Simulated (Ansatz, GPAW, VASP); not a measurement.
## ScSi2: 3 runs at one level of theory

```xyz
3
Lattice="3.6600 0.0000 0.0000 -1.8300 3.1697 0.0000 0.0000 0.0000 3.8700" Properties=species:S:1:pos:R:3 pbc="T T T"
Sc    0.0000    0.0000    0.0000
Si    1.8300    1.0566    1.9350
Si    0.0000    2.1131    1.9350
```

Alike in all runs: task single point; functional PBE; k mesh 8 × 8 × 7; occupations gaussian, width 0.1 eV; no spin polarisation; no spin-orbit coupling. Pressure is positive in compression and, in plane waves, holds the error of the finite cutoff, which Ansatz's Pulay term estimates and takes out.

```
                    program and potentials  plane-wave cutoff (eV)                             notes  pressure (GPa)
                        Ansatz, Ansatz PAW                     420  Pulay term of +0.04 GPa included           25.15
     VASP, PBE PAW files Sc_sv, Si, 520 eV                     520                                 -           25.19
GPAW, GPAW PAW data sets (gpaw-data 1.2.1)                     600                                 -           25.51
```

The pressure spans 25.15 (Ansatz, Ansatz PAW) to 25.51 GPa (GPAW, GPAW PAW data sets (gpaw-data 1.2.1)). The cell lies far from this level's equilibrium.

Differences between rows come from potentials, basis sets and numerical settings, since the functional is the same but for its coding. Runs on potential files found faulty are left out.
